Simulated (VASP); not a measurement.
Method: TPSS meta-GGA, VASP's PBE PAW potentials (set 64) (plane waves; VASP).

Input for VASP

KPOINTS:
```
K-points
0
Gamma
  11 11 11
0 0 0
```

POSCAR:
```
TiCo
1.0
  2.9466648995   0.0000000000   0.0000000000
  0.0000000000   2.9466648995   0.0000000000
  0.0000000000   0.0000000000   2.9466648995
Ti Co
1 1
Cart
  0.0000000000   0.0000000000   0.0000000000
  1.4733324497   1.4733324497   1.4733324497
```

### INCAR
```
! general
SYSTEM   =  TiCo
PREC     =  Accurate
ENCUT    =  520   ! plane-wave cut-off (eV)
LREAL    =  .False.   ! projection in real space or not
LASPH    =  .True.

! electronic loop
EDIFF    =  1E-6   ! SCF stop (eV)
NELM     =  100   ! most electronic steps
ALGO     =  Normal   ! blocked Davidson
LMAXMIX  =  4
LMIXTAU  =  .True.

! smearing
ISMEAR   =  1   ! Methfessel-Paxton
SIGMA    =  0.1   ! width (eV)

! functional
METAGGA  =  TPSS

! ions
IBRION   =  2   ! conjugate gradients
NSW      =  60   ! most ionic steps
ISIF     =  3   ! ions, shape and volume
EDIFFG   =  -0.01   ! ionic stop

! output
LWAVE    =  .False.
LCHARG   =  .False.
```

POTCAR, in this order: Ti_sv Co (PBE.64 set). Program: vasp_std.

The run wrote:

File OUTCAR:
```
 ion  position               nearest neighbor table
   1  0.000  0.000  0.000-   2 2.55   2 2.55   2 2.55   2 2.55   2 2.55   2 2.55   2 2.55   2 2.55
  LATTYP: Found a simple cubic cell.
 ALAT       =     2.9466648995
 Subroutine PRICEL returns:
 Original cell was already a primitive cell.
 Subroutine GETGRP returns: Found 48 space group operations
The static configuration has the point symmetry O_h .
The dynamic configuration has the point symmetry O_h .
 Subroutine INISYM returns: Found 48 space group operations
 Subroutine IBZKPT returns following result:
 Found     56 irreducible k-points:

 Following reciprocal coordinates:
            Coordinates               Weight
  0.000000  0.000000  0.000000      1.000000
  0.090909  0.000000  0.000000      6.000000
  0.181818  0.000000  0.000000      6.000000
  0.272727  0.000000  0.000000      6.000000
  0.363636  0.000000  0.000000      6.000000
  0.454545  0.000000  0.000000      6.000000
  0.090909  0.090909  0.000000     12.000000
  0.181818  0.090909  0.000000     24.000000
  0.272727  0.090909  0.000000     24.000000
  0.363636  0.090909  0.000000     24.000000
  0.454545  0.090909  0.000000     24.000000
  0.181818  0.181818  0.000000     12.000000
  0.272727  0.181818  0.000000     24.000000
  0.363636  0.181818  0.000000     24.000000
  0.454545  0.181818  0.000000     24.000000
  0.272727  0.272727  0.000000     12.000000
  0.363636  0.272727  0.000000     24.000000
  0.454545  0.272727  0.000000     24.000000
  0.363636  0.363636  0.000000     12.000000
  0.454545  0.363636  0.000000     24.000000
  0.454545  0.454545  0.000000     12.000000
  0.090909  0.090909  0.090909      8.000000
  0.181818  0.090909  0.090909     24.000000
  0.272727  0.090909  0.090909     24.000000
  0.363636  0.090909  0.090909     24.000000
...
```

OSZICAR:
```
       N       E                     dE             d eps       ncg     rms          rms(c)
DAV:   1     0.189501120191E+03    0.18950E+03   -0.15037E+04  1574   0.288E+03
DAV:   2    -0.705284941982E+01   -0.19655E+03   -0.19322E+03  1724   0.565E+02
DAV:   3    -0.296689024402E+02   -0.22616E+02   -0.22388E+02  2956   0.192E+02
DAV:   4    -0.310039107726E+02   -0.13350E+01   -0.13244E+01  2246   0.488E+01
DAV:   5    -0.311196318582E+02   -0.11572E+00   -0.11557E+00  2750   0.103E+01    0.104E+01
DAV:   6    -0.309801361830E+02    0.13950E+00   -0.65499E+01  1650   0.897E+01    0.114E+01
DAV:   7    -0.309713351731E+02    0.88010E-02   -0.82519E+00  2160   0.481E+01    0.958E+00
DAV:   8    -0.309223025254E+02    0.49033E-01   -0.21635E-01  2078   0.607E+00    0.883E+00
DAV:   9    -0.295226683040E+02    0.13996E+01   -0.72268E+00  1964   0.364E+01    0.238E+00
DAV:  10    -0.304803152448E+02   -0.95765E+00   -0.15902E+00  2376   0.125E+01    0.182E+00
DAV:  11    -0.304545798016E+02    0.25735E-01   -0.44831E-01  2098   0.805E+00    0.648E-01
DAV:  12    -0.304256738924E+02    0.28906E-01   -0.17852E-01  2006   0.321E+00    0.887E-01
DAV:  13    -0.304481300508E+02   -0.22456E-01   -0.64071E-02  2114   0.281E+00    0.428E-01
DAV:  14    -0.304515832582E+02   -0.34532E-02   -0.99999E-03  2418   0.718E-01    0.241E-01
DAV:  15    -0.304515328119E+02    0.50446E-04   -0.31658E-03  1768   0.561E-01    0.596E-02
DAV:  16    -0.304518606758E+02   -0.32786E-03   -0.72777E-04  1934   0.333E-01    0.677E-02
DAV:  17    -0.304517715459E+02    0.89130E-04   -0.42616E-04  2322   0.233E-01    0.370E-02
DAV:  18    -0.304517859528E+02   -0.14407E-04   -0.71933E-05  2246   0.112E-01    0.130E-02
DAV:  19    -0.304517857491E+02    0.20371E-06   -0.54226E-06  2034   0.302E-02
   1 F= -.30451786E+02 E0= -.30451858E+02  d E =-.304518E+02
       N       E                     dE             d eps       ncg     rms          rms(c)
DAV:   1    -0.304562371907E+02   -0.44512E-02   -0.10114E-01  1664   0.507E+00    0.634E-01
DAV:   2    -0.304658031669E+02   -0.95660E-02   -0.12910E-01  2142   0.465E+00    0.137E+00
DAV:   3    -0.304511335969E+02    0.14670E-01   -0.94499E-02  2294   0.355E+00    0.232E-01
DAV:   4    -0.304513951250E+02   -0.26153E-03   -0.49530E-03  2000   0.613E-01    0.818E-02
DAV:   5    -0.304515179842E+02   -0.12286E-03   -0.67926E-04  2184   0.183E-01    0.826E-02
DAV:   6    -0.304515562398E+02   -0.38256E-04   -0.78840E-05  1722   0.873E-02    0.598E-02
DAV:   7    -0.304515777421E+02   -0.21502E-04   -0.14360E-04  2140   0.163E-01    0.201E-02
DAV:   8    -0.304515859766E+02   -0.82345E-05   -0.13608E-05  1630   0.507E-02    0.931E-03
DAV:   9    -0.304515842859E+02    0.16907E-05   -0.71162E-06  1852   0.199E-02    0.158E-03
DAV:  10    -0.304515845991E+02   -0.31314E-06   -0.75397E-07   882   0.104E-02
   2 F= -.30451585E+02 E0= -.30451672E+02  d E =0.201150E-03
       N       E                     dE             d eps       ncg     rms          rms(c)
DAV:   1    -0.304546691717E+02   -0.30849E-02   -0.63375E-02  1664   0.402E+00    0.499E-01
DAV:   2    -0.304611035284E+02   -0.64344E-02   -0.85230E-02  2160   0.369E+00    0.112E+00
DAV:   3    -0.304515400021E+02    0.95635E-02   -0.63889E-02  2302   0.285E+00    0.177E-01
DAV:   4    -0.304517142602E+02   -0.17426E-03   -0.29919E-03  2006   0.472E-01    0.690E-02
DAV:   5    -0.304517752837E+02   -0.61023E-04   -0.39659E-04  2206   0.142E-01    0.669E-02
DAV:   6    -0.304517808484E+02   -0.55647E-05   -0.53385E-05  1756   0.714E-02    0.481E-02
DAV:   7    -0.304517791453E+02    0.17030E-05   -0.91298E-05  2120   0.128E-01    0.139E-02
DAV:   8    -0.304517850860E+02   -0.59407E-05   -0.76093E-06  1600   0.383E-02    0.698E-03
DAV:   9    -0.304517846015E+02    0.48452E-06   -0.46357E-06  1598   0.167E-02
   3 F= -.30451785E+02 E0= -.30451861E+02  d E =0.114762E-05
```

**OUTCAR**
```
------------------------ aborting loop because EDIFF is reached ----------------------------------------
  FORCE on cell =-STRESS in cart. coord.  units (eV):
  Direction    XX          YY          ZZ          XY          YZ          ZX
  --------------------------------------------------------------------------------------
  Total        0.0109913      0.0109913      0.0109913     -0.0000000     -0.0000000      0.0000000
  in kB        0.6888614      0.6888614      0.6888614     -0.0000000     -0.0000000      0.0000000
  external PRESSURE =       0.6888614 kB  Pullay stress =       0.0000000 kB
  volume of cell :       25.56
      direct lattice vectors                 reciprocal lattice vectors
     2.945844107 -0.000000000  0.000000000     0.339461276  0.000000000 -0.000000000
    -0.000000000  2.945844107 -0.000000000     0.000000000  0.339461276 -0.000000000
     0.000000000  0.000000000  2.945844107    -0.000000000  0.000000000  0.339461276
 POSITION                                       TOTAL-FORCE (eV/Angst)
 -----------------------------------------------------------------------------------
      0.00000      0.00000      0.00000         0.000000      0.000000      0.000000
      1.47292      1.47292      1.47292        -0.000000      0.000000      0.000000
 -----------------------------------------------------------------------------------
    total drift:                                0.000000      0.000000     -0.000000
  FREE ENERGIE OF THE ION-ELECTRON SYSTEM (eV)
  ---------------------------------------------------
  free  energy   TOTEN  =       -30.4517846015 eV

  energy  without entropy=      -30.4520131320  energy(sigma->0) =      -30.45186078

 reached required accuracy - stopping structural energy minimisation
```
(Selected blocks of OUTCAR.)

### CONTCAR
```
TiCo
   1.00000000000000
     2.9458441072959785   -0.0000000000000000    0.0000000000000000
    -0.0000000000000000    2.9458441072959785   -0.0000000000000000
     0.0000000000000000    0.0000000000000000    2.9458441072959785
  Ti              Co
     1     1
Direct
     0.0000000000000000    0.0000000000000000    0.0000000000000000
     0.5000000000000000    0.5000000000000000    0.5000000000000000
```

The compound is TiCo in the CsCl type structure. This run relaxes it. Symmetry was kept, so distortions that lower it aren't found. The start is the result of an earlier pass. The run is not spin-polarised, so no magnetic state was tried. The electron count is odd and the run is not spin-polarised, which forces a metal.
